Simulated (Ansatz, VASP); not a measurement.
Given: the input of a run of Ansatz 0.2.0 on RuSe.

File input.yaml:

```yaml
crystal:
  lattice:
    - [3.18769231, 0.0, 0.0]
    - [0.0, 3.18769231, 0.0]
    - [0.0, 0.0, 3.18769231]
  atoms:
    - { symbol: Ru, position: [0.0, 0.0, 0.0] }
    - { symbol: Se, position: [0.5, 0.5, 0.5] }
hamiltonian:
  xc: lda
  pseudopotentials: { kind: paw }
kpoints:
  mp_grid: { grid: [8, 8, 8] }
scf:
  occupations: { method: fermi_dirac, width: 0.05 }
output:
  forces: true
  stress: true
  eigenvalues: true
relax:
  f_tol: 0.01
  max_steps: 40
  cell: { stress_tol: 0.05 }
```

Potentials or basis: Ansatz PAW.

Run with:

```bash
$ ansatz run input.yaml --threads 2 --pin off --max-ram 5632MiB --backend cpu --events-out ev --progress --plain --runs-dir out
```

Task: Translate it to VASP 6.6.1. Potentials there: VASP PAW LDA potentials, release 64 (Ru_pv, Se).

Result: As run (the cutoff follows the program's own potentials):

File INCAR:

```
SYSTEM = RuSe
PREC = Accurate
ENCUT = 600
EDIFF = 1E-7
ISMEAR = -1
SIGMA = 0.05
LREAL = .FALSE.
LASPH = .TRUE.
NELM = 80
ALGO = Normal
ISIF = 3
LWAVE = .FALSE.
LCHARG = .FALSE.
GGA = CA
IBRION = 2
NSW = 40
EDIFFG = -0.01
```

Contents of KPOINTS:

```
regular mesh
0
G
  8 8 8
  0 0 0
```

POSCAR

```
RuSe
1.0
    3.1876923100      0.0000000000      0.0000000000
    0.0000000000      3.1876923100      0.0000000000
    0.0000000000      0.0000000000      3.1876923100
Ru Se
1 1
Direct
    0.0000000000      0.0000000000      0.0000000000
    0.5000000000      0.5000000000      0.5000000000
```

Potentials or basis: VASP PAW LDA potentials, release 64 (Ru_pv, Se).

Command:

```sh
$ cat potpaw_LDA.64/Ru_pv/POTCAR potpaw_LDA.64/Se/POTCAR > POTCAR
$ mpirun -np 1 vasp_std > vasp.out
```

Both were run:

|  | VASP | Ansatz | Ansatz less VASP |
| --- | --- | --- | --- |
| gap on the k mesh at the Fermi level, each at its own relaxed structure (eV) | none | none | - |
| relaxed volume (Å³/atom) | 14.48 | 14.44 | -0.044 |
| relaxed cell length with the largest relative difference (Å) | 3.071 | 3.068 | -0.0031 |
| energy change over the relaxation (meV/atom) | -109 | -114 | -5.2 |

A gap of «none» marks a metal or a gap that the smearing closes. The two sets of potentials don't hold the same shells in valence.

Caveats: the plane-wave basis is chosen anew once the cell has moved, so the energies of steps on either side of that aren't comparable (Ansatz); the PAW data sets come from PBE, with cores solved anew for the run's functional, which leaves a small shift of forces and pressure (Ansatz).
